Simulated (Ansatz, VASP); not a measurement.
## Bi2Te3 (Tellurobismuthite) in two plane-wave programs

Wanted: the spread between two codes on one cell, functional and k mesh. The cell is taken from a series of VASP runs on this material, whose earlier steps may have relaxed, scaled or displaced it; both programs get it as it stands. Valence electrons are named where the data sets of a main pair hold unlike numbers.

Method: plane waves, with VASP 6.6.1 beside it; relaxation of cell and atoms at LDA, in Ansatz 0.2.0.

**1. Set-up**

It takes space group R-3m (No. 166, trigonal). Conventional cell: a = 4.355 Å, b = 4.355 Å, c = 29.867 Å, α = 90.00°, β = 90.00°, γ = 120.00°. Nearest to Bi lie 6 Te at 3.05 to 3.21 Å. Nearest to Te lie 3 Bi at 3.05 Å. Te has 6 Bi at 3.21 Å nearest. Farther neighbours and most contacts between anions are not listed.

Coordinates:

```cif
data_structure
_symmetry_space_group_name_H-M 'P 1'
_symmetry_Int_Tables_number 1
_cell_length_a 10.2684
_cell_length_b 10.2684
_cell_length_c 10.2684
_cell_angle_alpha 24.488
_cell_angle_beta 24.488
_cell_angle_gamma 24.488
_cell_volume 163.56
loop_
_atom_site_label
_atom_site_type_symbol
_atom_site_fract_x
_atom_site_fract_y
_atom_site_fract_z
_atom_site_occupancy
Bi1 Bi 0.59972 0.59972 0.59972 1
Bi2 Bi 0.40028 0.40028 0.40028 1
Te3 Te 0.79124 0.79124 0.79124 1
Te4 Te 0.20876 0.20876 0.20876 1
Te5 Te 0.00000 0.00000 0.00000 1
```

**2. Ansatz: relaxation of cell and atoms, LDA**

Ansatz runs on its default PAW (the set named soft_2) files.

The relaxed volume is the usual yardstick between codes: in a stiff, nearly cubic crystal its relative difference is about their pressure difference at one cell divided by the bulk modulus.

Contents of input.yaml:

```yaml
crystal:
  lattice:
    - [2.1777190545, 1.2573066823, 9.9557862697]
    - [-2.1777190545, 1.2573066823, 9.9557862697]
    - [0.0, -2.5146133648, 9.9557862697]
  atoms:
    - { symbol: Bi, position: [0.5997157621, 0.5997157621, 0.5997157621] }
    - { symbol: Bi, position: [0.4002842379, 0.4002842379, 0.4002842379] }
    - { symbol: Te, position: [0.7912353249, 0.7912353249, 0.7912353249] }
    - { symbol: Te, position: [0.2087646751, 0.2087646751, 0.2087646751] }
    - { symbol: Te, position: [0.0, 0.0, 0.0] }
hamiltonian:
  xc: lda
  pseudopotentials: { kind: paw }
kpoints:
  mp_grid: { grid: [6, 6, 6] }
scf:
  occupations: { method: gaussian, width: 0.03 }
relax:
  f_tol: 0.01
  max_steps: 60
  cell: { stress_tol: 0.05 }
output:
  forces: true
  stress: true
```

On the command line:

```sh
$ ansatz run input.yaml --threads 4 --pin off --max-ram 9216MiB --backend cpu --events-out ev --progress --plain --runs-dir out
```

Numbers of over 12 decimals in the logs are rounded to 6 here.

Output:

```text
basis.fft_grid_basis auto: the FFT boxes are laid along the combinations [[1, 0, -1], [0, 1, -1], [0, 0, 1]] of the cell's own vectors, 4.355, 4.355 and 10.268 Å long. The dense box has 30×30×72 points. Along the cell's own vectors, as sized, it would have 72×72×72, 5.76 times as many. Of the 12 symmetry operations that the crystal satisfies within crystal.symmetry.tolerance (time reversal apart; of a slab, those tha [...]
Engine: ansatz 0.2.0, aarch64-unknown-linux-gnu
Pseudopotentials: kind: paw
Pseudopotential: Bi, paw, valence charge 15, recommended cutoff 420 eV (normal), Bi.paw.azcp
Pseudopotential: Te, paw, valence charge 16, recommended cutoff 420 eV (normal), Te.paw.azcp
Functional definition: SPW92
  exchange = slater_x
  correlation = pw_c
Crystal: 5 atoms, lattice volume = 163.557 Å³
Basis set: ecut = 420 eV, 3225 PW (Γ), FFT grids on a1−a3, a2−a3, a3
Bands: 47, of which v1, the nominal top of the filled ones, is band 39 counted from 1 (38 counted from 0)
Symmetry: 12 space group operations
Space group: R-3m (ITA 166), of the structure as read, at distance tolerance 5.5e-5 Å
k-points: 32 of 216
Non-local potential: Bi, projectors of the file, l = 0: 2, l = 1: 2, l = 2: 2, l = 3: 2
Non-local potential: Te, projectors of the file, l = 0: 2, l = 1: 2, l = 2: 2, l = 3: 2
PAW form: soft (Blöchl's): semilocal exchange-correlation on the pseudo side does not see the compensation charge
PAW frozen core: Bi, regenerated for the run's functional, and the local potential with it (the file was generated under x = pbe(κ = 0.804, μ = 0.219515), c = pbe(β = 0.066725))
PAW frozen core: Te, regenerated for the run's functional, and the local potential with it (the file was generated under x = pbe(κ = 0.804, μ = 0.219515), c = pbe(β = 0.066725))
PAW one-centre angular grid: Bi, 590 points (default); XC on 64 Gauss nodes
PAW one-centre angular grid: Te, 590 points (default); XC on 64 Gauss nodes
Initial density: superposition of atomic densities (neutral atoms: chi_scale 0, normalization atom), corrected by the library's trained network
Initial wavefunctions: pseudopotential atomic-orbital guess
Functional: x = slater, c = lda
SCF iter   1: F=—  HF=-44654.400721 eV  |F-HF|=—  |Δ(HF+E_count)|=         —  Δρ=4.12e-3  dr2=1.50e-2  ethr=1.77e-3  ⟨swp⟩=9.1  Hψ=6745  notcnv=0  defer=1
preconditioner: auto → Resta (q_TF=auto, 2.412 Å⁻¹)  ε∞=4.2  [insulator: Δε(μ)=0.144 eV  Ē_g=8.556 eV  σ=0.030 eV  W_gap=1.00  n_scr=42 (ndim 8)  ℏωp=15.4 eV  f_vac=0.012  D(μ)=0.00/eV (n_scr^D=0)  ε∞_Penn≈4.2]
SCF iter   2: F=—  HF=-44654.394081 eV  |F-HF|=—  |Δ(HF+E_count)|=   6.64e-3  Δρ=2.18e-3  dr2=3.77e-3  ethr=1.93e-5  ⟨swp⟩=2.4  Hψ=2817  notcnv=0  defer=51
SCF iter   3: F=—  HF=-44654.393227 eV  |F-HF|=—  |Δ(HF+E_count)|=   8.54e-4  Δρ=4.33e-4  dr2=1.30e-3  ethr=4.83e-6  ⟨swp⟩=2.2  Hψ=2459  notcnv=0  defer=51
SCF iter   4: F=—  HF=-44654.393074 eV  |F-HF|=—  |Δ(HF+E_count)|=   1.53e-4  Δρ=1.78e-4  dr2=1.03e-4  ethr=1.67e-6  ⟨swp⟩=1.9  Hψ=1594  notcnv=0  defer=51
SCF iter   5: F=—  HF=-44654.393059 eV  |F-HF|=—  |Δ(HF+E_count)|=   1.52e-5  Δρ=4.76e-5  dr2=5.15e-6  ethr=1.33e-7  ⟨swp⟩=2.8  Hψ=2698  notcnv=0  defer=51
SCF iter   6: F=—  HF=-44654.393073 eV  |F-HF|=—  |Δ(HF+E_count)|=   1.40e-5  Δρ=1.19e-5  dr2=2.69e-7  ethr=6.60e-9  ⟨swp⟩=2.1  Hψ=2686  notcnv=0  defer=51
SCF iter   7: F=-44654.393073 eV  HF=-44654.393073 eV  |F-HF|=1.25e-8  |Δ(HF+E_count)|=   2.40e-8  Δρ=3.41e-6  dr2=2.84e-8  ethr=1.28e-10  ⟨swp⟩=5.0  Hψ=5200  notcnv=0
SCF 1 converged in 7 iterations: F = -44654.393073 eV  dr2 = 2.84e-8
  greatest PAW one-centre occupation: 0.999 electrons in one spin orbital (limit 2), on the Te atom at site 3 (counted from 0), in its partial waves of l = 2
relax step   1: F+E_penalty+E_count = -44654.39307288 eV  Δ(F+E_penalty+E_count) = +0.000e0 eV  max|allowed force component| = 2.750e-2 eV/Å  Δτ_max = 0.0000 Å  P = -0.120 GPa  Ω = 163.557 Å³  (7 SCF iters, dr2 threshold 1.00e-7 eV, accepted)
[...]
relax step   2: F+E_penalty+E_count = -44654.39319197 eV  Δ(F+E_penalty+E_count) = -1.191e-4 eV  max|allowed force component| = 2.330e-2 eV/Å  Δτ_max = 0.0056 Å  P = +0.135 GPa  Ω = 163.010 Å³  energy of the carried Pulay correction = +1.134e-4 eV  (6 SCF iters, dr2 threshold 4.73e-8 eV, accepted)
[...]
relax step   3: F+E_penalty+E_count = -44654.39331442 eV  Δ(F+E_penalty+E_count) = -1.224e-4 eV  max|allowed force component| = 1.077e-3 eV/Å  Δτ_max = 0.0011 Å  P = +0.002 GPa  Ω = 163.332 Å³  energy of the carried Pulay correction = +4.665e-5 eV  (6 SCF iters, dr2 threshold 6.93e-8 eV, accepted)
[...]
relax step   4: F+E_penalty+E_count = -44654.39326271 eV  Δ(F+E_penalty+E_count) = +5.171e-5 eV  max|allowed force component| = 1.078e-3 eV/Å  Δτ_max = 0.0000 Å  P = +0.002 GPa  Ω = 163.332 Å³  stress off target by 1.11e-2 GPa  SCF on the basis re-selected at this cell (its energy is not comparable with the rows above)  (8 SCF iters)
basis re-selected at this cell: Δ(F+E_penalty+E_count) = +5.171e-5 eV, ΔP = +0.000 GPa vs the last step (what re-selecting the basis moved, of the pressure what is left beyond the Pulay correction that the steps carried, after the strain that the cell walked since its last selection, with what the two solves' SCF thresholds leave and, on support functions, any second-order correction that the steps lacked; it is no m [...]
SCF converged after 8 iterations
Free energy (F): -44654.393263 eV
Harris-Foulkes:  -44654.393263 eV  (|F-HF|=7.28e-12)
Internal energy: -44654.393262 eV  (E = F + TS)
E sigma→0 (E₀):  -44654.393263 eV
Entropy (-TS):   -0.000000 eV (-0.000 meV/atom)
Fermi energy:    9.643311 eV
--- Per-component energies (eV) ---
  E_band       = -973.176682
  E_kinetic    = 1152.109193
  E_local      = -6733.817643  (includes V_loc(G=0)·N_el)
  E_nonlocal   = 215.549582
  E_hartree    = 3362.379250
  E_xc         = -674.909040
  E_vxc        = -606.661025  (∫ρ·V_xc dr)
  E_paw        = -34234.907739  (= ΣΔE_a)
  E_vpaw       = -1725.113669  (= ΣTr[D̂ρ^β])
  E_aug_tail   = -0.001626  (compensation charges beyond the density's cutoff)
  E_ewald      = -7742.821454
  E_core_change = 2.026214  (= ΣΔE_core)
  E_smearing   = -0.000000  (= −TS)
  E_closure    = -0.000000  (closes the sum)
  Σ components = -44654.393263   (vs F -44654.393263, Δ=0.00e0)
--- Forces (eV/Å), atoms counted from 1 ---
  atom   1  Bi    -0.00000000     0.00000000    -0.00055656
  atom   2  Bi     0.00000000    -0.00000000     0.00055656
  atom   3  Te    -0.00000000     0.00000000    -0.00107839
  atom   4  Te     0.00000000    -0.00000000     0.00107839
  atom   5  Te     0.00000000     0.00000000    -0.00000000
  max |Σ_I F_I| component: 4.34e-19 eV/Å
--- Stress (GPa, compression-positive) ---
       -0.002190       0.000000      -0.000000
        0.000000      -0.002190      -0.000000
       -0.000000      -0.000000       0.011135
  P = ⅓ Tr σ = 0.0023 GPa (0.023 kbar)
--- Relaxed structure (3 steps of the walk, 3 accepted, 1 SCFs on fresh bases) ---
  F+E_penalty+E_count = -44654.39326271 eV   max|allowed force component| = 1.078e-3 eV/Å   (the final SCF, on the basis selected at the relaxed cell)
  cell:  # Å, volume = 163.3317 Å³
    - [2.176365, 1.256525, 9.954425]
    - [-2.176365, 1.256525, 9.954425]
    - [0, -2.513050, 9.954425]
  atoms:
    - { symbol: Bi, position: [0.599773, 0.599773, 0.599773] }
    - { symbol: Bi, position: [0.400227, 0.400227, 0.400227] }
    - { symbol: Te, position: [0.791084, 0.791084, 0.791084] }
    - { symbol: Te, position: [0.208916, 0.208916, 0.208916] }
    - { symbol: Te, position: [0, 0, 0] }
```

Run time: 15 s. Hardware: 4 threads of Arm Neoverse V2, shared host; peak memory 0.59 GiB; 56 s of CPU time.

**3. VASP: relaxation of cell and atoms, LDA**

The same cell, functional (in two slightly different forms), mesh and smearing now go to VASP, with its own data sets.

Lines of VASP's logs that name or quote its potential files are left out, and so is its time.

Contents of INCAR:

```
SYSTEM = Bi2Te3
PREC = Accurate
ENCUT = 450
EDIFF = 1E-06
NELM = 100
ISMEAR = 0
SIGMA = 0.03
LREAL = .FALSE.
ALGO = Normal
GGA = CA
NBANDS = 30
LORBIT = 11
LWAVE = .FALSE.
LCHARG = .FALSE.
KPAR = 4
IBRION = 2
NSW = 50
ISIF = 3
EDIFFG = -0.01
```

Contents of POSCAR:

```
Bi2Te3
1.0
    2.1777190545      1.2573066823      9.9557862697
   -2.1777190545      1.2573066823      9.9557862697
    0.0000000000     -2.5146133648      9.9557862697
Bi Te
2 3
Direct
    0.5997157621      0.5997157621      0.5997157621
    0.4002842379      0.4002842379      0.4002842379
    0.7912353249      0.7912353249      0.7912353249
    0.2087646751      0.2087646751      0.2087646751
    0.0000000000      0.0000000000      0.0000000000
```

Contents of KPOINTS:

```
Automatic mesh
0
Gamma
6 6 6
0 0 0
```

The projector-augmented-wave data sets are Bi_d and Te (LDA family, release 64).

On the command line:

```sh
$ mpirun -np 4 vasp_std
```

Output:

```text
[banner, memory and clock lines left out]
running    4 mpi-ranks, on    1 nodes
 distrk:  each k-point on    1 cores,    4 groups
 distr:  one band on    1 cores,    1 groups

 POSCAR found type information on POSCAR BiTe
 POSCAR found :  2 types and       5 ions
 LDA part: xc-table for (Slater(with rela. corr.)+CA(PZ))
 , standard interpolation
 POSCAR, INCAR and KPOINTS ok, starting setup
 FFT: planning ... GRIDC
 FFT: planning ... GRID_SOFT
 FFT: planning ... GRID
 WAVECAR not read
 entering main loop
       N       E                     dE             d eps       ncg     rms          rms(c)
DAV:   1     0.420387620460E+03    0.42039E+03   -0.20334E+04  1920   0.141E+03
DAV:   2     0.234529306613E+02   -0.39693E+03   -0.38420E+03  2068   0.375E+02
DAV:   3    -0.199948863768E+02   -0.43448E+02   -0.41570E+02  2512   0.138E+02
DAV:   4    -0.218007923731E+02   -0.18059E+01   -0.17958E+01  2240   0.300E+01
DAV:   5    -0.218804661268E+02   -0.79674E-01   -0.79647E-01  2698   0.634E+00    0.833E+00
DAV:   6    -0.216162459945E+02    0.26422E+00   -0.39178E-01  2368   0.460E+00    0.612E+00
DAV:   7    -0.216105607839E+02    0.56852E-02   -0.20638E-01  2374   0.211E+00    0.906E-01
DAV:   8    -0.216074292443E+02    0.31315E-02   -0.29015E-02  2124   0.107E+00    0.522E-01
DAV:   9    -0.216067057021E+02    0.72354E-03   -0.38556E-03  2218   0.392E-01    0.346E-01
DAV:  10    -0.216067259197E+02   -0.20218E-04   -0.88907E-04  2136   0.158E-01    0.848E-02
DAV:  11    -0.216067120883E+02    0.13831E-04   -0.93846E-05  2314   0.669E-02    0.372E-02
DAV:  12    -0.216067163606E+02   -0.42723E-05   -0.37242E-05  2266   0.253E-02    0.270E-02
DAV:  13    -0.216067151397E+02    0.12209E-05   -0.32554E-06  1852   0.969E-03    0.943E-03
DAV:  14    -0.216067149721E+02    0.16761E-06   -0.79821E-07  1134   0.570E-03
   1 F= -.21606715E+02 E0= -.21606715E+02  d E =-.216067E+02
 curvature:   0.00 expect dE= 0.000E+00 dE for cont linesearch  0.000E+00
 trial: gam= 0.00000 g(F)=  0.121E-04 g(S)=  0.414E-04 ort = 0.000E+00 (trialstep = 0.100E+01)
 search vector abs. value=  0.535E-04
 reached required accuracy - stopping structural energy minimisation
```

From OUTCAR (step 3):

```text
ion  position               nearest neighbor table
   1  0.600  0.600  0.600-   4 3.05   4 3.05   4 3.05   5 3.21   5 3.21   5 3.21
   2  0.400  0.400  0.400-   3 3.05   3 3.05   3 3.05   5 3.21   5 3.21   5 3.21
   3  0.791  0.791  0.791-   2 3.05   2 3.05   2 3.05   4 3.56   4 3.56   4 3.56
   4  0.209  0.209  0.209-   1 3.05   1 3.05   1 3.05   3 3.56   3 3.56   3 3.56
   5  0.000  0.000  0.000-   1 3.21   1 3.21   2 3.21   2 3.21   1 3.21   2 3.21

  LATTYP: Found a trigonal (rhomboedric) cell.
 ALAT       =    10.2684448979
 COS(alpha) =     0.9100451997

 Subroutine GETGRP returns: Found 12 space group operations
 (whereof 12 operations were pure point group operations)

The static configuration has the point symmetry D_3d.

 Found     32 irreducible k-points:

   k-points           NKPTS =     32   k-points in BZ     NKDIM =     32   number of bands    NBANDS=     30

   dimension x,y,z NGX =    72 NGY =   72 NGZ =   72
   dimension x,y,z NGXF=   144 NGYF=  144 NGZF=  144

   ENCUT  =  450.0 eV  33.07 Ry    5.75 a.u.  17.76 17.76 17.76*2*pi/ulx,y,z

   NELECT =      48.0000    total number of electrons

 k-points in reciprocal lattice and weights: Automatic mesh
   0.00000000  0.00000000  0.00000000       0.005
   0.16666667 -0.00000000 -0.00000000       0.028
   0.33333333 -0.00000000 -0.00000000       0.028
   0.50000000  0.00000000  0.00000000       0.014
   0.16666667  0.16666667 -0.00000000       0.028
   0.33333333  0.16666667 -0.00000000       0.056
   0.50000000  0.16666667 -0.00000000       0.056
  -0.33333333  0.16666667  0.00000000       0.056
  -0.16666667  0.16666667  0.00000000       0.028
[...]
-0.33333333  0.50000000  0.33333333       0.028
   0.50000000  0.50000000  0.50000000       0.005

 average (electrostatic) potential at core
       1-104.8628       2-104.8628       3 -88.7250       4 -88.7250       5 -88.5372

 E-fermi :   6.5660

 k-point     1 :       0.0000    0.0000    0.0000
  band No.  band energies     occupation
    ...
     20       4.6359      2.00000
     21       4.6359      2.00000
     22       5.5499      2.00000
     23       5.5499      2.00000
     24       6.4957      1.99908
     25       6.6363      0.00092
     26       6.9984      0.00000
     27       6.9984      0.00000
     28       8.3918      0.00000
     29       8.5857      0.00000
    ...

 k-point     2 :       0.1667   -0.0000   -0.0000
  band No.  band energies     occupation
    ...
     20       4.5947      2.00000
     21       4.9151      2.00000
     22       5.3001      2.00000
     23       5.4904      2.00000
     24       5.9473      2.00000
     25       7.5988      0.00000
     26       7.7949      0.00000
     27       7.9556      0.00000
     28       8.4397      0.00000
     29       8.4483      0.00000
    ...

 k-point     3 :       0.3333   -0.0000   -0.0000
  band No.  band energies     occupation
    ...
     20       3.7237      2.00000
     21       3.7870      2.00000
     22       5.0114      2.00000
     23       5.5016      2.00000
     24       5.8885      2.00000
     25       7.2692      0.00000
     26       7.6617      0.00000
     27       8.3379      0.00000
     28       9.1451      0.00000
     29       9.6271      0.00000
    ...

  Total        0.0334679      0.0334679      0.0452512      0.0000000     -0.0000000      0.0000000
  in kB        0.3278456      0.3278456      0.4432722      0.0000000     -0.0000000      0.0000000
  external PRESSURE =       0.3663211 kB  Pullay stress =       0.0000000 kB

  energy-cutoff  :      450.00
  volume of cell :      163.56
      direct lattice vectors                 reciprocal lattice vectors
     2.177719054  1.257306682  9.955786270     0.229598028  0.132558483  0.033481367
    -2.177719054  1.257306682  9.955786270    -0.229598028  0.132558483  0.033481367
     0.000000000 -2.514613365  9.955786270     0.000000000 -0.265116966  0.033481367

 POSITION                                       TOTAL-FORCE (eV/Angst)
 -----------------------------------------------------------------------------------
      0.00000     -0.00000     17.91193        -0.000000     -0.000000      0.008998
      0.00000     -0.00000     11.95543        -0.000000      0.000000     -0.008998
      0.00000     -0.00000     23.63211        -0.000000     -0.000000      0.006679
      0.00000     -0.00000      6.23525        -0.000000      0.000000     -0.006679
      0.00000      0.00000      0.00000         0.000000     -0.000000      0.000000
 -----------------------------------------------------------------------------------
    total drift:                               -0.000000     -0.000000      0.000000

  FREE ENERGIE OF THE ION-ELECTRON SYSTEM (eV)
  ---------------------------------------------------
  free  energy   TOTEN  =       -21.6067149721 eV

  energy  without entropy=      -21.6067143286  energy(sigma->0) =      -21.60671465

 reached required accuracy - stopping structural energy minimisation

 total charge
# of ion       s       p       d       tot
------------------------------------------
    1        1.598   1.171   9.947  12.716
    2        1.598   1.171   9.947  12.716
    3        1.415   1.916   0.030   3.361
    4        1.415   1.916   0.030   3.361
    5        1.395   1.981   0.027   3.402
--------------------------------------------------
tot          7.421   8.155  19.979  35.556

[... 3 further parts left out ...]
```

The gap is read on the k-mesh alone, so it is an upper bound where the band edges lie off the mesh. The run keeps the 12 symmetry operations of its start, so it cannot find a distortion of lower symmetry.

**4. Comparison**

Known differences besides the potentials themselves: the two LDA forms differ slightly; both relaxations stop at a tolerance, which leaves soft axes loose, and VASP keeps its plane-wave basis; the data sets hold 78 valence electrons in Ansatz (on its default PAW (the set named soft_2) files) and 48 in VASP; the cutoff is 420 eV in Ansatz and 450 eV in VASP; VASP's log shows a relativistic correction to its local exchange, Ansatz's none; Ansatz adds a Pulay correction to the stress that steers its cell, VASP none. Total energies have different zeros and are not compared.

The two programs side by side:

| quantity | Ansatz | VASP | difference |
| --- | --- | --- | --- |
| volume (Å³) | 163.33 | 163.56 | -0.14 % |
| edge a after relaxation, in the typed setting (Å) | 10.267 | 10.268 | -0.02 % |

The walks stopped with 0.00 GPa left in Ansatz and 0.04 GPa in VASP; each walk ends within a tolerance, so the volume difference is uncertain by about these residues over the bulk modulus, most in soft cells.

**5. What came out**

| Property | Result |
| --- | --- |
| difference in volume (relaxation of cell and atoms, LDA) | -0.14 % |

What this shows: The difference in volume is -0.14 % (relaxation of cell and atoms, LDA), within the 1.2 % picked in this series as the mark of a large difference, as far as the stopping tolerances let one tell. The data sets hold unlike numbers of valence electrons (78 in Ansatz and 48 in VASP), so part of the differences comes from the potentials. Such differences can come from data sets, numerical settings and the points named under the comparisons, not from the functional's error against experiment.

[Lines on the potential files, build, host, timing and source positions are cut from VASP's logs without a mark.]

[Logs are printed without paths, hosts, clocks, repeated set-up lines and the standing remarks that a program may print on its own settings, such as how far it seeks lower states.]

[Hosts, paths, dates, database ids (printed as entryN), source tags and the programs' standing remarks are cut or masked in the printed files.]
